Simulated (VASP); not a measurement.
**TaWC2 under changes of volume**

One of the cells (11.134 Å³/atom); the others are scaled copies at fixed shape and fractional positions:

```xyz
4
Lattice="1.5823 0.9135 5.1354 -1.5823 0.9135 5.1354 0.0000 -1.8270 5.1354" Properties=species:S:1:pos:R:3 pbc="T T T"
W     0.0000    0.0000    0.0000
Ta    0.0000    0.0000    7.7031
C     0.0000    0.0000    3.8659
C     0.0000    0.0000   11.5403
```

The cell comes from a database or a generator and needn't be the stable form of this composition.

```yaml
Program: VASP 6.6.1
Functional: PBEsol
Potentials_or_basis: VASP PAW PBE potentials, release 64 (W_sv, Ta_pv, C)
Cutoff: 520 eV
k_mesh: 10 × 10 × 10
Occupations: fermi-dirac, width 0.05 eV
Spin: no spin polarisation
```

```csv
volume (Å³/atom),energy over the lowest point (meV/atom),pressure (GPa),largest force (eV/Å)
10.261,12.82,13.0,0.105
10.479,0.91,4.5,0.101
10.698,0.00,-3.1,0.096
11.134,?,?,?
11.353,52.45,-21.6,0.080
11.571,85.27,-26.6,0.074
```

**Question.** What does the run at 11.134 Å³/atom give?

**Answer.** Energy over the lowest point 26.73 meV/atom; pressure -16.1 GPa; largest force 0.085 eV/Å.

Worked out: A Birch-Murnaghan fit of order 3 (a polynomial in V^(-2/3)) to the other rows has its minimum at 10.61 Å³/atom with B0 = V·E''(V) = 367 GPa and B' = 4.2 at fixed shape and positions, which overstates the stiffness. It gives 26.65 meV/atom at 11.134 Å³/atom, against the run's 26.73, and -dE/dV = -16.1 GPa, against -16.1.

Energies are extrapolated to zero smearing.

Caveats: the PAW data sets were made with another functional, which shifts forces and pressure a little.
